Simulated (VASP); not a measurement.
Calculation: PBE GGA, VASP's PBE PAW potentials (set 64) (plane waves; VASP).

The input files of a VASP run:

**INCAR**
```
EDIFF  =  1E-6   ! SCF stop (eV)
GGA  =  PE   ! PBE
NBANDS  =  16
LCHARG  =  .FALSE.
PREC  =  Accurate
LREAL  =  .FALSE.
ENCUT  =  400
ISMEAR  =  0   ! Gaussian
ALGO  =  Normal
NELM  =  100
SYSTEM  =  CsCl
SIGMA  =  0.05
LMAXMIX  =  4
ISIF  =  2   ! forces and stress, cell fixed
LASPH  =  .TRUE.
LWAVE  =  .FALSE.
```

**KPOINTS**
```
Automatic mesh
0
Gamma
6 6 6
0 0 0
```

### POSCAR
```
CsCl
1
    4.0142800000     0.0000000000     0.0000000000
    0.0000000000     4.2306000000     0.0000000000
    0.0000000000     0.0000000000     4.0645600000
Cs Cl
1 1
Direct
  0.0000000000   0.0000000000   0.0000000000
  0.5129500000   0.5000000000   0.5000000000
```

POTCAR, in this order: Cs_sv Cl (PBE.64 set). Program: vasp_std.

Unless said otherwise, spin-orbit coupling is left out, though it shifts the bands of the heavy elements here.

Q: Estimate the energy per atom (σ→0), pressure, band gap (on the k-mesh).

A: 
```json
{
 "energy per atom (σ→0)": "-3.254 eV/atom",
 "band gap (on the k-mesh)": "5.15 eV",
 "pressure": "1.34 GPa"
}
```

### OSZICAR
```
...
DAV:   6    -0.655139851550E+01    0.36876E+00   -0.39271E-01  2632   0.348E+00    0.164E+00
DAV:   7    -0.650745091539E+01    0.43948E-01   -0.13965E-01  2752   0.193E+00    0.111E+00
DAV:   8    -0.650848664294E+01   -0.10357E-02   -0.18505E-02  2512   0.792E-01    0.222E-01
DAV:   9    -0.650802407977E+01    0.46256E-03   -0.21610E-03  2832   0.241E-01    0.104E-01
DAV:  10    -0.650825762013E+01   -0.23354E-03   -0.36906E-04  2312   0.123E-01    0.139E-02
DAV:  11    -0.650826460339E+01   -0.69833E-05   -0.16430E-05  2848   0.256E-02    0.138E-02
DAV:  12    -0.650826488421E+01   -0.28082E-06   -0.77347E-06  2584   0.160E-02
   1 F= -.65082649E+01 E0= -.65082649E+01  d E =-.205136E-20
```

The compound is CsCl in the CsCl type structure. The cell was not relaxed at this level, atoms are displaced from their ideal sites. The run is one of a series of settings (NBANDS = 16 against the base run), some of them coarse on purpose.
